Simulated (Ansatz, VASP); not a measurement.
This is a calculation of MoI for VASP 6.6.1. 

INCAR

```
  PREC = Accurate
  ENCUT = 600
  EDIFF = 1E-7
  ISMEAR = -1
  SIGMA = 0.05
  LREAL = F
  LASPH = T
  NELM = 100
  ALGO = Normal
  ISIF = 3
  LWAVE = F
  LCHARG = F
  GGA = PE
  IBRION = 2
  NSW = 60
  EDIFFG = -0.01
```

File KPOINTS:

```
Automatic mesh
0
Gamma
  7 7 7
```

POSCAR

```
MoI
1.0
    0.0000000000      3.1788513800      3.1788513800
    3.1788513800      0.0000000000      3.1788513800
    3.1788513800      3.1788513800      0.0000000000
Mo I
1 1
Direct
    0.0000000000      0.0000000000      0.0000000000
    0.7500000000      0.7500000000      0.7500000000
```

Potentials or basis: VASP PAW PBE potentials, release 64 (Mo_sv, I).

Launch:

```sh
$ cat potpaw_PBE.64/Mo_sv/POTCAR potpaw_PBE.64/I/POTCAR > POTCAR
$ mpirun -np 1 vasp_std > vasp.out
```

Problem. Translate it to Ansatz 0.2.0. Potentials or basis there: Ansatz PAW, cutoff 420 eV.

Solution. As run (cutoffs and basis follow the program's own potentials, and thresholds, step limits or extra output files can differ):

input.yaml

```yaml
crystal:
  lattice:
    - [0.0, 3.17885138, 3.17885138]
    - [3.17885138, 0.0, 3.17885138]
    - [3.17885138, 3.17885138, 0.0]
  atoms:
    - { symbol: Mo, position: [0.0, 0.0, 0.0] }
    - { symbol: I, position: [0.75, 0.75, 0.75] }
hamiltonian:
  xc: pbe
  pseudopotentials: { kind: paw }
kpoints:
  mp_grid: { grid: [7, 7, 7] }
scf:
  occupations: { method: fermi_dirac, width: 0.05 }
output:
  forces: true
  stress: true
  eigenvalues: true
relax:
  f_tol: 0.01
  max_steps: 40
  cell: { stress_tol: 0.05 }
```

Potentials or basis: Ansatz PAW.

Launch:

```console
$ ansatz run input.yaml --threads 2 --pin off --max-ram 5632MiB --backend cpu --events-out ev --progress --plain --runs-dir out
```

Both were run:

|  | VASP | Ansatz |
| --- | --- | --- |
| Relaxed volume | 28.15 Å³/atom | 28.19 Å³/atom |
| Relaxed cell | a = 4.302 Å, b = 4.302 Å, c = 4.302 Å, α = 60.00°, β = 60.00°, γ = 60.00° | a = 4.304 Å, b = 4.304 Å, c = 4.304 Å, α = 60.00°, β = 60.00°, γ = 60.00° |
| Space group after relaxing | F-43m (No. 216) | F-43m (No. 216) |
| Pressure after relaxing | 0.0 GPa | 0.0 GPa |

Ansatz's pressure holds a Pulay term of +0.02 GPa for its cutoff of 420 eV, which the other run lacks.

The potentials hold 21 and 31 valence electrons a cell.

Where Ansatz's input types no cutoff or centring, it takes its own default and a Γ-centred mesh.

Pressure is positive in compression.
